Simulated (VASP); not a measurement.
An input for Quantum ESPRESSO's pw.x (written as the equivalent of a VASP run, and not itself run):

```
&CONTROL
  calculation = 'vc-relax'
  pseudo_dir = './pseudo'
  outdir = './out'
  tprnfor = .true.
  tstress = .true.
  nstep = 60
  forc_conv_thr = 0.00078
/
&SYSTEM
  ibrav = 0
  nat = 5
  ntyp = 3
  ecutwfc = 84
  occupations = 'smearing'
  smearing = 'gaussian'
  degauss = 0.003675
  input_dft = 'vdw-df-cx'
/
&ELECTRONS
  conv_thr = 7.3e-08
  electron_maxstep = 100
/
&IONS
/
&CELL
/
ATOMIC_SPECIES
  Ba 137.327 Ba.upf
  Ti 47.867 Ti.upf
  O 15.999 O.upf
CELL_PARAMETERS angstrom
     3.9643644    0.0000000    0.0000000
     0.0000000    3.9643644    0.0000000
     0.0000000   -0.0000000    4.0827869
ATOMIC_POSITIONS crystal
  Ba   1.0000000  0.0000000  0.0034389
  Ti   0.5000000  0.5000000  0.5215176
  O    0.5000000  0.5000000  0.9712792
  O    1.0000000  0.5000000  0.4838822
  O    0.5000000  1.0000000  0.4838822
K_POINTS automatic
  5 5 5 0 0 0
```

### Question
Write the VASP files for the same calculation (vdW-DF-cx).

### Answer
This is not unique; one that fits is 
**POSCAR**
```
BaTiO3
1
    3.9643644387     0.0000000000     0.0000000000
    0.0000000000     3.9643644387     0.0000000000
    0.0000000000    -0.0000000000     4.0827869269
Ba Ti O
1 1 3
Direct
  1.0000000000   0.0000000000   0.0034388627
  0.5000000000   0.5000000000   0.5215175888
  0.5000000000   0.5000000000   0.9712792185
  1.0000000000   0.5000000000   0.4838821650
  0.5000000000   1.0000000000   0.4838821650
```

### KPOINTS
```
Regular mesh
0
Gamma
 5 5 5
0 0 0
```

**INCAR**
```
! general
SYSTEM    =  BaTiO3
PREC      =  Accurate
ENCUT     =  520
LREAL     =  .FALSE.
LASPH     =  .TRUE.   ! aspherical one-centre terms

! electronic loop
EDIFF     =  1E-6
NELM      =  100   ! most electronic steps
ALGO      =  Normal   ! blocked Davidson
LMAXMIX   =  4

! smearing
ISMEAR    =  0   ! Gaussian
SIGMA     =  0.05   ! width (eV)

! functional
GGA       =  CX
LUSE_VDW  =  .TRUE.
AGGAC     =  0.0

! ions
IBRION    =  2
NSW       =  60   ! most ionic steps
ISIF      =  3   ! ions, shape and volume
EDIFFG    =  -0.02   ! ionic stop

! output
LWAVE     =  .FALSE.
LCHARG    =  .FALSE.
```

POTCAR, in this order: Ba_sv Ti_sv O (PBE.64 set). Program: vasp_std.

The two are equivalent in intent, not identical: the potentials are each code's own (VASP's PAW set, PseudoDojo norm-conserving files in pw.x), so ENCUT and ecutwfc are chosen apart and not converted; conv_thr bounds pw.x's estimated SCF error, while EDIFF bounds the energy change between steps; forc_conv_thr acts on force components and is met together with etot_conv_thr.

The compound is BaTiO3 in the tetragonal perovskite structure. This run relaxes it. Symmetry was kept, so distortions that lower it aren't found. The start is the result of an earlier pass.
